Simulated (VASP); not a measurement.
Runs of VASP 6.6.1 on RePb2. The structure is cubic, space group Fm-3m (No. 225). The conventional cell has a = 6.732 Å, b = 6.732 Å, c = 6.732 Å, α = 90.00°, β = 90.00°, γ = 90.00°. Re (site symmetry m-3m) has 8 Pb at 2.91 Å as nearest neighbours. Around Pb (site symmetry -43m) lie 4 Re at 2.91 Å. The cell was built by a generator and needn't be a form met in nature.

| task | level | cell | cutoff (eV) | smearing | optimiser | gap on the mesh (eV) | pressure (GPa) | relaxed volume (Å³/atom) |
| --- | --- | --- | --- | --- | --- | --- | --- | --- |
| relaxation of cell and atoms | PBEsol | relaxed | 600 | methfessel-paxton 0.2 eV | - | none | 0.0 | 24.29 |
| relaxation of cell and atoms | PBE | relaxed | 600 | methfessel-paxton 0.2 eV | - | none | 0.0 | 25.46 |
| relaxation of cell and atoms | vdW-DF | relaxed | 600 | methfessel-paxton 0.1 eV | FIRE | none | -0.1 | 26.80 |
| single point | PBE | as given | 520 | fermi-dirac 0.05 eV | - | none | (a) | - |

Alike in all rows: potentials or basis VASP PAW PBE potentials, release 64 (Re, Pb_d); no spin polarisation; k mesh 7 × 7 × 7.

Fill in the values left out.

(a) 0.1.

Caveats: the PAW data sets were made with another functional, which shifts forces and pressure a little (some runs).

A k mesh can miss the band edges, and the runs leave out spin-orbit coupling on Pb, Re.

A gap of «none» marks a metal or a gap under the smearing width.
